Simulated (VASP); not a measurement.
Data:

```
CELL_PARAMETERS angstrom
      0.00000     3.02140     3.02140
      3.02140     0.00000     3.02140
      3.02140     3.02140     0.00000
ATOMIC_POSITIONS crystal
  Pb 0.00000 0.00000 0.00000
  Se 0.50000 0.50000 0.50000
```

These are LDA (Ceperley-Alder, Perdew-Zunger), VASP's LDA PAW potentials (set 64) (plane waves; VASP) values and carry that method's errors. Run with 520 eV cut-off, 9×9×9 Γ-centred mesh, tetrahedra with Blöchl corrections, potentials Pb_d Se.

### Question
Predict the energy per atom (σ→0).

### Answer

```yaml
energy per atom (σ→0): -4.729 eV/atom
```

The compound is PbSe in the rock salt structure. It was relaxed first.
